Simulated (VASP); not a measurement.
Crystal: C.

```
C
1.0
     2.46729    0.00000    0.00000
    -1.23365    2.13674    0.00000
     0.00000    0.00000    7.80307
C
4
Direct
  0.00000 0.00000 0.25000
  0.00000 0.00000 0.75000
  0.33333 0.66667 0.25000
  0.66667 0.33333 0.75000
```

```yaml
Program: VASP 6.6.1
Task: relaxation of cell and atoms
Functional: PBE
Dispersion: D3(BJ)
Potentials_or_basis: VASP PAW PBE potentials, release 64 (C)
Cutoff: 520 eV
k_mesh: 6 × 6 × 2
Occupations: gaussian, width 0.02 eV
Spin: no spin polarisation
```

At the start: pressure -0.5 GPa; volume 10.28 Å³/atom.

Q: Where does the relaxation end?

A: Over 25 steps the energy falls by 16.5 meV/atom and the volume is 8.72 Å³/atom (-15.2 %); space group P6_3/mmc (No. 194, to 0.05 Å).

Step by step:
```tsv
step	energy change (eV)	largest force (eV/Å)	pressure (GPa)	volume (Å³)
1	0.0000	0.0000	-0.52	41.14
2	-0.0037	0.0000	-1.25	40.94
3	-0.0116	0.0000	-3.45	40.33
4	-0.0124	0.0000	-7.89	39.09
5	-0.0146	0.0000	-5.55	39.75
6	-0.0150	0.0000	-5.54	39.72
7	-0.0162	0.0000	-5.54	39.63
8	-0.0186	0.0000	-5.53	39.46
9	-0.0234	0.0000	-5.49	39.11
10	-0.0325	0.0000	-5.41	38.41
11	-0.0481	0.0000	-5.17	37.02
12	-0.0540	0.0000	-4.14	34.24
13	-0.0574	0.0000	-4.72	35.47
14	-0.0637	0.0000	-2.44	35.36
15	-0.0656	0.0000	-0.35	35.27
16	-0.0656	0.0000	-0.25	35.26
17	-0.0656	0.0000	-0.16	35.26
18	-0.0656	0.0000	-0.15	35.25
19	-0.0657	0.0000	-0.13	35.23
20	-0.0658	0.0000	-0.10	35.18
21	-0.0659	0.0000	-0.05	35.09
22	-0.0660	0.0000	0.08	34.91
23	-0.0660	0.0000	0.10	34.89
24	-0.0659	0.0000	-0.54	34.91
25	-0.0661	0.0000	0.00	34.89
```

Final structure:
```cif
data_structure
_symmetry_space_group_name_H-M 'P 1'
_symmetry_Int_Tables_number 1
_cell_length_a 2.4669
_cell_length_b 2.4669
_cell_length_c 6.6207
_cell_angle_alpha 90.000
_cell_angle_beta 90.000
_cell_angle_gamma 120.000
_cell_volume 34.89
loop_
_atom_site_label
_atom_site_type_symbol
_atom_site_fract_x
_atom_site_fract_y
_atom_site_fract_z
_atom_site_occupancy
C1 C 0.00000 0.00000 0.25000 1
C2 C 0.00000 0.00000 0.75000 1
C3 C 0.33333 0.66667 0.25000 1
C4 C 0.66667 0.33333 0.75000 1
```

Caveat: the k mesh is coarse (spacing up to 0.49 Å⁻¹), so the values aren't converged; the volume moved by over 15 % at a fixed basis, so the end points are rough.
